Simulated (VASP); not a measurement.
# A VASP study of LaSi3Rh (PBEsol): structure first, properties next

Aim: relax LaSi3Rh with PBEsol, compute its properties on that cell and hold them against experiment. The steps: full relaxation (PBEsol), second relaxation, single point with fields (PBEsol), band structure (PBEsol), density of states (PBEsol), zone-centre phonons (PBEsol) and electric field gradients (PBEsol). The start is a computed cell from the Materials Project.

Program: VASP 6.6.1. Level of theory: PBEsol; plane waves and PAW (La, Si, Rh_pv). Results are calculated unless marked as measured.

**What experiment says.**

“Specific heat and muSR study on the noncentrosymmetric superconductor LaRhSi3” (2011, arxiv:1108.0193) reports for LaRhSi3, BaNiSn3-type tetragonal, by powder X-ray diffraction (arc-melted polycrystal annealed at 900 C, powdered, 300 K): lattice constant a (a from X-ray Rietveld refinement) 4.2694 ± 0.0003 Å [room-temperature value]; lattice constant c (c from X-ray Rietveld refinement) 9.8357 ± 0.001 Å [room-temperature value].

Report form: the programs' logs are mostly left out.

**1. The starting structure**

Before any relaxation, the start is as follows. It takes space group I4mm (No. 107, tetragonal). The conventional cell has a = 4.270 Å, b = 4.270 Å, c = 9.869 Å, α = 90.00°, β = 90.00°, γ = 90.00°. La has 12 Si at 3.14 to 3.36 Å and 5 Rh at 3.38 to 3.40 Å nearest. Nearest to Si lie 1 Rh at 2.39 Å and 4 Si at 2.60 Å and 4 La at 3.14 Å. Nearest to Si lie 2 Rh at 2.38 Å and 6 Si at 2.60 to 3.02 Å and 4 La at 3.17 to 3.36 Å. Nearest to Rh lie 5 Si at 2.38 to 2.39 Å and 5 La at 3.38 to 3.40 Å. Farther neighbours are not listed.

As a file:

```
La Si Rh
1.0
    -4.26974    0.00000    0.00000
     0.00000    4.26974    0.00000
     2.13487   -2.13487   -4.93463
La Si Rh
1 3 1
Direct
  0.00050 0.00050 0.00100
  0.58807 0.58807 0.17614
  0.23798 0.73798 0.47596
  0.73798 0.23798 0.47596
  0.34547 0.34547 0.69094
```

**2. Full relaxation (PBEsol)**

Properties are meant for the cell that this level of theory prefers, so cell and atoms are relaxed first (ISIF = 3) until forces and stress are small; EDIFFG sets the threshold. PBEsol restores the gradient expansion of exchange and is tuned for the cells of solids.

The input, INCAR:

```
SYSTEM = LaSi3Rh
PREC = Accurate
ENCUT = 400
EDIFF = 1E-06
NELM = 100
ISMEAR = 0
SIGMA = 0.05
LREAL = .FALSE.
ALGO = Normal
GGA = PS
NBANDS = 25
LASPH = .TRUE.
LORBIT = 11
LWAVE = .FALSE.
LCHARG = .FALSE.
KPAR = 4
IBRION = 2
NSW = 60
ISIF = 3
EDIFFG = -0.01
```

The input, POSCAR:

```
LaSi3Rh
1.0
   -4.2697357800      0.0000000000      0.0000000000
    0.0000000000      4.2697357800      0.0000000000
    2.1348678900     -2.1348678900     -4.9346317700
La Si Rh
1 3 1
Direct
    0.0005011100      0.0005011100      0.0010022200
    0.5880683200      0.5880683200      0.1761366400
    0.2379810800      0.7379810800      0.4759621600
    0.7379810800      0.2379810800      0.4759621600
    0.3454694200      0.3454694200      0.6909388400
```

The input, KPOINTS:

```
Automatic mesh
0
Gamma
5 5 5
0 0 0
```

The projector-augmented-wave data sets are La, Si and Rh_pv (PBE family, release 64).

The run is started by

```bash
> mpirun -np 4 vasp_std
```

The job ended after 2.7 min (4 MPI ranks of AMD EPYC 7R43, shared host; peak memory 0.75 GiB; 11 min of CPU time).

The k-mesh is coarse for a metal. The PAW data sets were made with PBE, which is usual practice but a small mismatch for other functionals. The run keeps the 8 symmetry operations of its start, so it cannot find a distortion of lower symmetry.

Step by step:

```
step  energy less that of the first step (eV)  largest force (eV/Å)  pressure (GPa)  volume (Å³)
   1                                   0.0000                0.2272           -3.06        89.96
   2                                   0.0052                0.1724            3.85        85.56
   3                                  -0.0217                0.1120            0.03        87.84
   4                                  -0.0217                0.1095            0.11        87.80
   5                                  -0.0227                0.0436            0.08        87.80
   6                                  -0.0229                0.0444            0.06        87.80
   7                                  -0.0229                0.0399            0.06        87.80
   8                                  -0.0231                0.0275           -0.05        87.88
   9                                  -0.0231                0.0264           -0.10        87.90
  10                                  -0.0232                0.0161            0.06        87.81
  11                                  -0.0232                0.0161            0.02        87.83
  12                                  -0.0232                0.0021            0.01        87.84
```

```
conventional cell, symmetrised  before  after  change
                         a (Å)   4.270  4.226  -1.0 %
                         b (Å)   4.270  4.226  -1.0 %
                         c (Å)   9.869  9.836  -0.3 %
              volume (Å³/atom)   17.99  17.57  -2.4 %
```

The atoms that moved most (Å, as changes of fractional coordinates times the final cell):

```csv
atom,dx,dy,dz,length
Si2,0.000,0.000,0.017,0.017
La1,0.000,0.000,-0.006,0.006
Rh5,0.000,0.000,-0.006,0.006
```

The relaxed structure:

```cif
data_structure
_symmetry_space_group_name_H-M 'P 1'
_symmetry_Int_Tables_number 1
_cell_length_a 4.2264
_cell_length_b 4.2264
_cell_length_c 5.7547
_cell_angle_alpha 111.544
_cell_angle_beta 111.544
_cell_angle_gamma 90.000
_cell_volume 87.84
loop_
_atom_site_label
_atom_site_type_symbol
_atom_site_fract_x
_atom_site_fract_y
_atom_site_fract_z
_atom_site_occupancy
La1 La 0.00110 0.00110 0.00220 1
Si2 Si 0.58638 0.58638 0.17277 1
Si3 Si 0.23824 0.73824 0.47648 1
Si4 Si 0.73824 0.23824 0.47648 1
Rh5 Rh 0.34604 0.34604 0.69207 1
```

Numbers from this step:

- electrons: 38
- bands: 25
- irreducible k-points: 18
- symmetry operations: 8
- free energy (TOTEN): -35.30 eV
- energy at zero smearing: -35.30 eV
- Fermi energy: 10.05 eV
- pressure: 0.01082 GPa
- metallic: yes
- SCF cycles over all ionic steps: 87

It ends with a largest force of 0.002 eV/Å and a pressure of 0.01 GPa.

**3. Second relaxation**

A relaxation keeps the plane waves of the cell it began with, so it is repeated from the new cell, on a basis made for it.

INCAR is that of step 2.

The input, POSCAR:

```
LaSi3Rh
1.0
   -4.2263530957      0.0000000000      0.0000000000
    0.0000000000      4.2263530957      0.0000000000
    2.1131765479     -2.1131765479     -4.9178704456
La Si Rh
1 3 1
Direct
    0.0010991886      0.0010991886      0.0021983772
    0.5863826935      0.5863826935      0.1727653869
    0.2382419324      0.7382419324      0.4764838647
    0.7382419324      0.2382419324      0.4764838647
    0.3460352632      0.3460352632      0.6920705263
```

KPOINTS is that of step 2.

The run is started by

```bash
> mpirun -np 4 vasp_std
```

Run time: 24 s. Hardware: 4 MPI ranks; peak memory 0.65 GiB.

Little changed from the start: no atom moved by 0.005 Å and no cell edge by 0.1 %.

This step gave:

```
pressure                        : -0.008365 GPa
SCF cycles over all ionic steps : 16
```

It ends with a largest force of 0.002 eV/Å and a pressure of -0.01 GPa. The volume moved by under 0.01 %: the run met its threshold at the first step.

**4. Single point with fields (PBEsol)**

The relaxed cell gets a fresh self-consistent run, on a basis set for its own volume, to fix the density and to check the remaining stress.

Edit INCAR of step 3 so:

```diff
@@ -14,7 +14,5 @@
 LWAVE = .FALSE.
-LCHARG = .FALSE.
-KPAR = 4
-IBRION = 2
-NSW = 60
-ISIF = 3
-EDIFFG = -0.01
+LCHARG = .TRUE.
+ISIF = 2
+LELF = .TRUE.
+LVHAR = .TRUE.
```

POSCAR is that of step 3.

KPOINTS is that of step 3.

The run is started by

```bash
> mpirun -np 4 vasp_std
```

It took 36 s on 4 MPI ranks; peak memory 0.45 GiB.

This step gave:

* SCF cycles: 16
* bands: 28
* pressure: -0.004029 GPa

Valence electrons inside each PAW sphere by angular momentum. Sphere charges, by row:

```csv
atom,s (e),p (e),d (e),f (e),tot (e)
La1,2.029,5.627,0.795,0.17,8.622
Si2,0.782,0.863,0,0,1.645
Si3,0.776,0.83,0,0,1.606
Si4,0.776,0.83,0,0,1.606
Rh5,0.429,6.388,7.312,0,14.13
```

ELF in the ac plane of the conventional cell at fractional y = 0.000, with atoms of La and Si and Rh within 0.2 Å of it. It is the smooth field of the valence electrons, not physical close to the nuclei.

Values, 24 rows by 14 columns, each cell a mean:
```
0.62 0.77 0.84 0.67 0.26 0.07 0.07 0.08 0.06 0.11 0.45 0.79 0.83 0.69
0.86 0.85 0.74 0.42 0.14 0.10 0.16 0.19 0.13 0.10 0.23 0.58 0.81 0.86
0.60 0.50 0.29 0.15 0.17 0.31 0.44 0.47 0.39 0.24 0.14 0.19 0.39 0.57
0.10 0.09 0.11 0.21 0.41 0.60 0.69 0.70 0.66 0.53 0.31 0.15 0.09 0.10
0.09 0.11 0.20 0.37 0.55 0.63 0.62 0.62 0.63 0.61 0.48 0.28 0.15 0.10
0.21 0.23 0.30 0.44 0.50 0.39 0.24 0.20 0.30 0.46 0.49 0.37 0.26 0.22
0.43 0.43 0.46 0.55 0.59 0.45 0.22 0.16 0.32 0.54 0.59 0.51 0.44 0.43
0.59 0.63 0.67 0.71 0.75 0.74 0.65 0.61 0.70 0.76 0.73 0.69 0.65 0.61
0.37 0.54 0.72 0.77 0.77 0.78 0.79 0.78 0.79 0.78 0.77 0.76 0.66 0.44
0.11 0.32 0.63 0.74 0.70 0.65 0.63 0.63 0.63 0.67 0.73 0.72 0.50 0.19
0.34 0.47 0.65 0.68 0.58 0.42 0.32 0.30 0.35 0.49 0.64 0.69 0.58 0.40
0.73 0.74 0.72 0.64 0.47 0.26 0.13 0.11 0.18 0.35 0.56 0.69 0.74 0.74
0.49 0.48 0.48 0.45 0.36 0.22 0.11 0.09 0.15 0.29 0.41 0.47 0.48 0.49
0.37 0.34 0.29 0.28 0.30 0.27 0.22 0.20 0.24 0.29 0.29 0.28 0.31 0.36
0.24 0.35 0.35 0.26 0.30 0.42 0.47 0.47 0.45 0.37 0.26 0.30 0.38 0.29
0.01 0.21 0.37 0.32 0.42 0.63 0.70 0.70 0.68 0.54 0.34 0.34 0.33 0.08
0.24 0.35 0.38 0.40 0.61 0.75 0.68 0.63 0.73 0.72 0.50 0.37 0.38 0.29
0.35 0.33 0.34 0.52 0.72 0.65 0.34 0.22 0.49 0.72 0.65 0.42 0.32 0.34
0.29 0.31 0.40 0.59 0.67 0.50 0.22 0.16 0.34 0.61 0.66 0.50 0.34 0.29
0.26 0.26 0.32 0.45 0.59 0.61 0.60 0.60 0.60 0.61 0.53 0.38 0.28 0.26
0.27 0.22 0.17 0.21 0.41 0.63 0.76 0.78 0.71 0.54 0.30 0.17 0.18 0.25
0.75 0.68 0.49 0.25 0.20 0.38 0.57 0.61 0.49 0.28 0.19 0.35 0.59 0.73
0.78 0.83 0.82 0.59 0.23 0.15 0.24 0.28 0.19 0.15 0.38 0.73 0.84 0.80
0.43 0.69 0.84 0.73 0.32 0.09 0.09 0.10 0.08 0.15 0.52 0.82 0.80 0.56
```
Columns run along a (4.2 Å), rows up along c (9.8 Å), edges of the conventional cell, whose origin can differ from the input's. Atoms in or near the plane, at fractional coordinates: La at (0.00, 0.00), Si at (0.00, 0.59), Si at (0.50, 0.74), Si at (0.50, 0.24), Rh at (0.00, 0.35).

Electrostatic potential energy in the ac plane of the conventional cell at fractional y = 0.000, with atoms of La and Si and Rh within 0.2 Å of it. With pseudopotentials it is smooth inside the atoms' cores, unlike the true potential.

Values in eV, 24 rows by 14 columns, each cell a mean:
```
 -98  -89  -53  -20   -6   -1    2    2    1   -3  -11  -33  -72  -96
 -59  -45  -24  -10   -3    1    2    2    2   -1   -5  -15  -34  -54
 -14  -11   -7   -3    0    1    1    1    1    1   -1   -4   -9  -13
  -2   -2   -1    0   -1   -3   -4   -5   -4   -2    0    0   -1   -2
   1    1    1   -1   -6  -17  -35  -41  -27  -11   -3    0    1    1
   2    2    1   -3  -15  -51  -87  -94  -73  -32   -8   -1    1    2
   0    0   -1   -4  -16  -54  -91  -97  -77  -34   -8   -2    0    0
 -13   -9   -5   -3   -7  -22  -44  -50  -34  -13   -5   -3   -6  -11
 -64  -45  -17   -5   -2   -4   -7   -8   -5   -3   -3   -9  -29  -56
 -99  -80  -35   -8   -1    1    1    1    1    0   -3  -17  -56  -94
 -86  -64  -27   -6    0    2    2    2    2    1   -2  -12  -44  -78
 -30  -20   -7   -2    1    2    2    2    2    2    0   -4  -12  -26
  -7   -5   -1    1    2    2    2    2    2    2    2    0   -3   -6
 -30  -22   -9    0    2    2    2    2    2    2    1   -3  -15  -27
 -62  -53  -32   -9    0    2    2    2    2    1   -2  -19  -43  -59
 -73  -64  -43  -15   -2   -3   -4   -5   -3   -2   -6  -28  -54  -70
 -62  -53  -33  -11   -7  -17  -35  -41  -27  -11   -6  -20  -43  -59
 -28  -21   -9   -5  -15  -50  -87  -94  -72  -31   -8   -6  -15  -25
  -2   -1   -1   -4  -16  -54  -91  -97  -77  -34   -8   -2    0   -1
   0    1    0   -2   -7  -22  -44  -50  -34  -13   -4    0    1    1
  -5   -4   -2   -1   -2   -4   -7   -8   -6   -3   -2   -2   -3   -5
 -29  -22  -12   -5   -2    0    1    1    0   -1   -3   -8  -17  -26
 -84  -69  -38  -14   -4    0    2    2    1   -2   -8  -23  -53  -79
-100  -96  -62  -23   -7   -1    2    2    1   -3  -12  -38  -81 -100
```
Columns run along a (4.2 Å; values clipped at the 3rd and 97th percentile), rows up along c (9.8 Å), edges of the conventional cell, whose origin can differ from the input's. Atoms in or near the plane, at fractional coordinates: La at (0.00, 0.00), Si at (0.00, 0.59), Si at (0.50, 0.74), Si at (0.50, 0.24), Rh at (0.00, 0.35).

Valence density in the ac plane of the conventional cell at fractional y = 0.000, with atoms of La and Si and Rh within 0.2 Å of it. It is the smooth field of the valence electrons, not physical close to the nuclei.

Values in e/Å³, 24 rows by 14 columns, each cell a mean:
```
 0.9  1.5  1.5  0.7  0.2  0.1  0.1  0.1  0.1  0.1  0.4  1.1  1.6  1.2
 1.5  1.3  0.9  0.4  0.2  0.1  0.1  0.1  0.1  0.1  0.2  0.6  1.1  1.5
 0.5  0.4  0.3  0.2  0.1  0.1  0.2  0.2  0.1  0.1  0.1  0.2  0.3  0.5
 0.1  0.1  0.1  0.1  0.2  0.2  0.3  0.3  0.3  0.2  0.2  0.1  0.1  0.1
 0.1  0.1  0.1  0.2  0.3  0.3  0.4  0.4  0.4  0.3  0.2  0.1  0.1  0.1
 0.1  0.1  0.1  0.2  0.3  0.3  0.1  0.0  0.2  0.3  0.3  0.2  0.1  0.1
 0.2  0.2  0.2  0.3  0.3  0.3  0.1  0.0  0.2  0.3  0.3  0.2  0.2  0.2
 0.3  0.3  0.3  0.3  0.4  0.4  0.4  0.3  0.4  0.4  0.4  0.3  0.3  0.3
 0.2  0.4  0.4  0.4  0.3  0.3  0.3  0.4  0.3  0.3  0.4  0.4  0.4  0.3
-0.1  0.2  0.4  0.4  0.3  0.2  0.2  0.2  0.2  0.2  0.3  0.4  0.3  0.0
 0.1  0.3  0.4  0.3  0.2  0.1  0.1  0.1  0.1  0.2  0.3  0.4  0.4  0.2
 0.5  0.5  0.4  0.3  0.2  0.1  0.1  0.1  0.1  0.1  0.2  0.3  0.4  0.5
 0.6  0.5  0.3  0.2  0.1  0.1  0.1  0.1  0.1  0.1  0.2  0.3  0.4  0.5
 1.9  1.3  0.6  0.3  0.2  0.1  0.1  0.1  0.1  0.1  0.2  0.4  0.9  1.7
 6.9  4.9  2.0  0.6  0.3  0.2  0.2  0.2  0.2  0.2  0.4  1.0  3.3  6.1
 9.3  7.2  3.2  0.9  0.4  0.3  0.3  0.3  0.3  0.3  0.5  1.6  5.0  8.6
 6.8  4.9  2.1  0.8  0.5  0.5  0.4  0.4  0.4  0.5  0.6  1.2  3.3  6.0
 1.8  1.2  0.7  0.5  0.5  0.4  0.1  0.0  0.3  0.5  0.5  0.6  0.9  1.5
 0.4  0.3  0.3  0.3  0.4  0.3  0.1  0.0  0.2  0.4  0.4  0.3  0.3  0.3
 0.2  0.2  0.2  0.2  0.3  0.4  0.4  0.3  0.4  0.3  0.3  0.2  0.2  0.2
 0.3  0.2  0.2  0.2  0.2  0.3  0.3  0.3  0.3  0.2  0.2  0.2  0.2  0.3
 1.0  0.8  0.5  0.3  0.2  0.2  0.2  0.2  0.2  0.2  0.2  0.4  0.7  0.9
 1.5  1.6  1.2  0.6  0.2  0.1  0.1  0.1  0.1  0.2  0.3  0.9  1.5  1.6
 0.3  1.3  1.6  0.9  0.3  0.1  0.1  0.1  0.1  0.2  0.5  1.2  1.6  0.8
```
Columns run along a (4.2 Å), rows up along c (9.8 Å), edges of the conventional cell, whose origin can differ from the input's. Atoms in or near the plane, at fractional coordinates: La at (0.00, 0.00), Si at (0.00, 0.59), Si at (0.50, 0.74), Si at (0.50, 0.24), Rh at (0.00, 0.35).

In this run the pressure is 0.00 GPa, small enough to go on.

**5. Band structure (PBEsol)**

The mesh alone shows little of the dispersion and can miss band extrema, so KPOINTS_OPT adds a path through the symmetry points after the self-consistent cycle.

The input, INCAR:

```
SYSTEM = LaSi3Rh
PREC = Accurate
ENCUT = 400
EDIFF = 1E-06
NELM = 100
ISMEAR = 0
SIGMA = 0.05
LREAL = .FALSE.
ALGO = Normal
GGA = PS
NBANDS = 34
LASPH = .TRUE.
LORBIT = 11
LWAVE = .FALSE.
LCHARG = .FALSE.
KPAR = 4
```

POSCAR is that of step 4.

KPOINTS is that of step 4.

The input, KPOINTS_OPT:

```
Line mode
16
Line-mode
Reciprocal
  0.00000000   0.00000000   0.00000000 GAMMA
 -0.50000000   0.50000000   0.00000000 X

 -0.50000000   0.50000000   0.00000000 X
 -0.40768178   0.59231822  -0.09231822 Y

 -0.40768178   0.59231822  -0.09231822 Y
  0.00000000   0.59231822  -0.29615911 S

  0.00000000   0.59231822  -0.29615911 S
  0.00000000   0.00000000   0.00000000 GAMMA

  0.00000000   0.00000000   0.00000000 GAMMA
  0.00000000   0.00000000   0.50000000 Z

  0.00000000   0.00000000   0.50000000 Z
  0.00000000   0.40768178   0.29615911 S1

  0.00000000   0.40768178   0.29615911 S1
  0.00000000   0.50000000   0.00000000 N

  0.00000000   0.50000000   0.00000000 N
 -0.50000000   0.50000000   0.25000000 P

 -0.50000000   0.50000000   0.25000000 P
 -0.40768178   0.40768178   0.50000000 Y1

 -0.40768178   0.40768178   0.50000000 Y1
  0.00000000   0.00000000   0.50000000 Z

 -0.50000000   0.50000000   0.00000000 X
 -0.50000000   0.50000000   0.25000000 P
```

The run is started by

```bash
> mpirun -np 4 vasp_std
```

Elapsed: 1.9 min, on 4 MPI ranks; peak memory 0.83 GiB; 7.3 min of CPU time.

Spin-orbit coupling is off here; with elements this heavy it splits and shifts levels by tenths of an eV or more. The cell is typed on its shortest vectors, so the axes of tensors and the coordinates of k-points follow the printed cell and not the standard setting.

Numbers from this step:

```
bands    : 34
pressure : -0.01178 GPa
```

The electronic bands at the labelled points (eV, zero at the Fermi level; # counts the bands kept):

| point | #9 | #10 | #11 | #12 | #13 | #14 | #15 | #16 |
| --- | --- | --- | --- | --- | --- | --- | --- | --- |
| Γ | -2.72 | -1.82 | -1.82 | 0.21 | 0.21 | 1.20 | 1.42 | 2.20 |
| 0.47 of the way | -2.48 | -2.10 | -1.48 | -1.13 | 0.30 | 1.66 | 2.22 | 2.33 |
| X | -2.80 | -2.71 | -2.22 | -1.93 | 1.89 | 2.12 | 2.31 | 2.57 |
| 0.53 of the way | -2.68 | -2.66 | -2.24 | -1.84 | 1.81 | 2.12 | 2.28 | 2.55 |
| Y | -2.65 | -2.39 | -2.22 | -1.66 | 1.64 | 2.12 | 2.19 | 2.48 |
| 0.47 of the way | -2.83 | -1.93 | -1.25 | -1.14 | 0.97 | 1.63 | 1.96 | 2.19 |
| S | -2.64 | -2.13 | -1.29 | -0.41 | 0.54 | 1.75 | 2.10 | 2.13 |
| 0.53 of the way | -2.30 | -1.78 | -1.41 | -1.22 | -1.11 | 1.60 | 2.16 | 2.31 |
| Γ | -2.72 | -1.82 | -1.82 | 0.21 | 0.21 | 1.20 | 1.42 | 2.20 |
| 0.47 of the way | -2.17 | -2.17 | -1.40 | 0.68 | 0.68 | 0.75 | 1.42 | 2.12 |
| Z | -2.51 | -2.34 | -0.27 | 0.70 | 0.70 | 1.37 | 1.43 | 2.01 |
| 0.53 of the way | -2.73 | -1.97 | -0.07 | 0.52 | 1.17 | 1.24 | 1.65 | 1.69 |
| S1 | -2.64 | -2.13 | -1.29 | -0.41 | 0.54 | 1.75 | 2.10 | 2.13 |
| 0.47 of the way | -2.44 | -2.31 | -1.49 | -0.54 | 0.19 | 1.63 | 1.89 | 2.27 |
| N | -2.65 | -2.23 | -1.44 | -0.58 | -0.06 | 1.44 | 1.77 | 2.34 |
| 0.47 of the way | -2.90 | -2.35 | -1.73 | -1.00 | 0.83 | 1.64 | 2.17 | 2.31 |
| P | -2.92 | -2.57 | -2.57 | -2.01 | 1.29 | 2.19 | 2.19 | 2.56 |
| 0.53 of the way | -2.74 | -2.62 | -2.35 | -1.84 | 1.56 | 2.13 | 2.25 | 2.54 |
| Y1 | -2.65 | -2.39 | -2.22 | -1.66 | 1.64 | 2.12 | 2.19 | 2.48 |
| 0.53 of the way | -2.97 | -0.91 | -0.28 | 0.06 | 0.32 | 0.65 | 1.82 | 2.01 |
| Z | -2.51 | -2.34 | -0.27 | 0.70 | 0.70 | 1.37 | 1.43 | 2.01 |
| jump to X | -2.80 | -2.71 | -2.22 | -1.93 | 1.89 | 2.12 | 2.31 | 2.57 |
| 0.47 of the way | -2.76 | -2.75 | -2.32 | -1.96 | 1.61 | 2.13 | 2.28 | 2.56 |
| P | -2.92 | -2.57 | -2.57 | -2.01 | 1.29 | 2.19 | 2.19 | 2.56 |

The largest weight of each band there:

```
point       #9      #10      #11      #12      #13      #14      #15      #16
    Γ  Rh 0.83  Rh 0.77  Rh 0.77  Si 0.50  Si 0.50  Si 0.53  Rh 0.57  La 0.97
    X  Rh 0.63  Rh 0.84  Si 0.46  Rh 0.79  La 0.71  La 0.93  La 0.90  La 0.99
    Y  Rh 0.80  Rh 0.63  Rh 0.80  Rh 0.63  La 0.70  La 0.87  La 0.90  La 0.92
    S  Rh 0.54  Si 0.39  Si 0.51  Rh 0.47  Rh 0.51  La 0.66  La 0.82  La 0.71
    Γ  Rh 0.83  Rh 0.77  Rh 0.77  Si 0.50  Si 0.50  Si 0.53  Rh 0.57  La 0.97
    Z  Rh 0.58  Rh 0.53  Si 0.53  La 0.72  La 0.72  La 0.58  La 0.68  La 1.00
```

There is no gap at this level.

(Part 1 of 2 ends here.)

[Lines on the potential files, build, host, timing and source positions are cut from VASP's logs without a mark.]

[Logs are printed without paths, hosts, clocks, repeated set-up lines and the standing remarks that a program may print on its own settings, such as how far it seeks lower states.]

[Hosts, paths, dates, database ids (printed as entryN), source tags and the programs' standing remarks are cut or masked in the printed files.]

[Measured values are set beside computed ones only where the two were judged alike; some that the calculation misses by far are left out.]

[In band tables of VASP the shares of atoms and orbitals are scaled to a sum of 1 inside the atoms' spheres.]
